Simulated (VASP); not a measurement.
For cubic BP (space group F-43m), LDA (Ceperley-Alder, Perdew-Zunger), VASP's LDA PAW potentials (set 64) (VASP 6.6.1) gives ε∞ = 9.20, a static ε₀ = 9.36 and a transverse optical mode at 819 cm⁻¹.

**Question.** Estimate the longitudinal optical frequency at Γ.

**Answer.** By the Lyddane-Sachs-Teller relation, ω_LO = ω_TO √(ε₀/ε∞) = 819 × √(9.36/9.20) = 826 cm⁻¹.

The structure comes from a computed database's BP entry (F-43m); how it stands against other phases isn't given here. It was relaxed first.
